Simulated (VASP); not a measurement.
Here is the system:

```
CELL_PARAMETERS angstrom
      4.47064     0.00000     0.00000
      0.00000     4.47064     0.00000
      0.00000     0.00000     4.47064
ATOMIC_POSITIONS crystal
  Al 0.00000 0.00000 0.00000
  Ga 0.50000 0.50000 0.00000
  Ga 0.00000 0.50000 0.50000
  Ga 0.50000 0.00000 0.50000
  N  0.75575 0.75575 0.24425
  N  0.75575 0.24425 0.75575
  N  0.24425 0.24425 0.24425
  N  0.24425 0.75575 0.75575
```

All values below come from r2SCAN meta-GGA, VASP's PBE PAW potentials (set 64) (plane waves; VASP). Run with 520 eV cut-off, 6×6×6 Γ-centred mesh, tetrahedra with Blöchl corrections, potentials Al Ga_d N.

Give the energies of bands 22 to 35 at the high-symmetry points, in eV from the valence-band maximum.

```
band      Γ      X      M      R
----  -----  -----  -----  -----
22    -5.35  -3.84  -5.26  -6.96
23    -2.53  -3.80  -4.58  -6.37
24    -2.53  -3.42  -3.14  -1.05
25    -2.53  -3.42  -3.07  -1.05
26    -2.50  -3.35  -3.07  -1.05
27    -2.50  -2.87  -3.06  -0.74
28    -2.50  -1.52  -0.99  -0.74
29     0.00  -1.52  -0.98  -0.68
30     0.00  -1.20  -0.98  -0.68
31     0.00  -1.20  -0.60  -0.68
32     2.79   5.43   7.26   5.54
33     3.93   5.54   7.47   5.54
34     3.93   6.78   7.48   5.54
35     3.93   6.78   7.93   6.90
```

The gap is direct, 2.79 eV, from the valence maximum at Γ to the conduction minimum at Γ.

The structure comes from a computed database's AlGa3N4 entry (P-43m); how it stands against other phases isn't given here. It was relaxed first.
